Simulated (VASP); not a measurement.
Input for VASP

**KPOINTS**
```
Automatic mesh
0
Gamma
5 5 5
0 0 0
```

**INCAR**
```
SYSTEM = KI
PREC = Accurate
ENCUT = 400
EDIFF = 1E-6
NELM = 100
ALGO = Normal
LREAL = .FALSE.
LASPH = .TRUE.
ISMEAR = 0
SIGMA = 0.05
GGA = PE
LMAXMIX = 4
LWAVE = .FALSE.
LCHARG = .FALSE.
ISIF = 2
```

**POSCAR**
```
KI
1
    3.6057000000     0.0000000000     3.6057000000
    0.0000000000     3.6057000000     3.6057000000
    3.6057000000     3.6057000000     0.0000000000
K I
1 1
Direct
  0.0000000000   0.0000000000   0.0000000000
  0.5000000000   0.5000000000   0.5000000000
```

POTCAR, in this order: K_sv I (PBE.64 set). Program: vasp_std.

What VASP printed:

standard output:
```
 -----------------------------------------------------------------------------
|                                                                             |
|     EEEEEEE  RRRRRR   RRRRRR   OOOOOOO  RRRRRR      ###     ###     ###     |
|     E        R     R  R     R  O     O  R     R     ###     ###     ###     |
|     E        R     R  R     R  O     O  R     R     ###     ###     ###     |
|     EEEEE    RRRRRR   RRRRRR   O     O  RRRRRR       #       #       #      |
|     E        R   R    R   R    O     O  R   R                               |
|     E        R    R   R    R   O     O  R    R      ###     ###     ###     |
|     EEEEEEE  R     R  R     R  OOOOOOO  R     R     ###     ###     ###     |
|                                                                             |
|     ERROR: the triple product of the basis vectors is negative exchange     |
|     two basis vectors                                                       |
|                                                                             |
|       ---->  I REFUSE TO CONTINUE WITH THIS SICK JOB ... BYE!!! <----       |
|                                                                             |
 -----------------------------------------------------------------------------
```

**Question.** Read input and log: which fault does this run have?
A. the lattice vectors carry noise near SYMPREC
B. LDA potentials were taken and GGA is not set, so the run is LDA and not PBE
C. POTIM is too large for the ionic optimiser
D. the lattice vectors form a left-handed set

**Answer.** D, the lattice vectors form a left-handed set. VASP stops with an error: ERROR: the triple product of the basis vectors is negative exchange two basis vectors ----> I REFUSE TO CONTINUE WITH THIS SICK JOB ... BYE!!! <----

To mend it, correct POSCAR.
POSCAR:
```
KI
1
    0.0000000000     3.6057000000     3.6057000000
    3.6057000000     0.0000000000     3.6057000000
    3.6057000000     3.6057000000     0.0000000000
K I
1 1
Direct
  0.0000000000   0.0000000000   0.0000000000
  0.5000000000   0.5000000000   0.5000000000
```
The mended run (PBE GGA, plane waves, VASP's PBE PAW potentials (set 64)) converges, and its OSZICAR ends with
```
   1 F= -.55647080E+01 E0= -.55647080E+01  d E =-.289733E-15
```

The compound is KI in the rock salt structure. The cell was not relaxed at this level.
